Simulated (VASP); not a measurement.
Runs of VASP 6.6.1 on CuB. The structure is cubic, space group Pm-3m (No. 221). Conventional cell: a = 4.061 Å, b = 4.061 Å, c = 4.061 Å, α = 90.00°, β = 90.00°, γ = 90.00°. Cu (site symmetry 4/mmm) has 4 B at 2.03 Å as nearest neighbours. Around B (site symmetry 4/mmm) lie 4 Cu at 2.03 Å. The cell was built by a generator and needn't be a form met in nature.

```tsv
task	level	potentials or basis	cell	cutoff (eV)	smearing	optimiser	gap on the mesh (eV)	pressure (GPa)
band structure	r2SCAN	VASP PAW PBE potentials, release 64 (Cu, B_h)	volume scaled by 0.96	900	fermi-dirac 0.05 eV	-	-	3.3
single point	PBEsol+rVV10	VASP PAW PBE potentials, release 64 (Cu, B)	as given	520	gaussian 0.05 eV	-	none	(a)
relaxation of cell and atoms	PW91+D3(BJ)	VASP PAW PBE potentials, release 64 (Cu, B)	relaxed from: volume scaled by 1.08	600	gaussian 0.05 eV	FIRE	none	0.1
relaxation of the atoms	RPBE	VASP PAW PBE potentials, release 64 (Cu, B)	atoms relaxed	520	gaussian 0.05 eV	-	none	3.7
```

Alike in all rows: no spin polarisation; k mesh 7 × 7 × 7.

Question: Estimate the missing entries.

Answer: (a) -5.6.

Caveats: the PAW data sets were made with another functional, which shifts forces and pressure a little; pairwise dispersion overbinds metals, which lowers pressure and volume (some runs); the relaxation stopped at its first step, so nothing moved (some runs).

A gap of «none» marks a metal or a gap under the smearing width.

Runs at the PBE level aren't shown here.
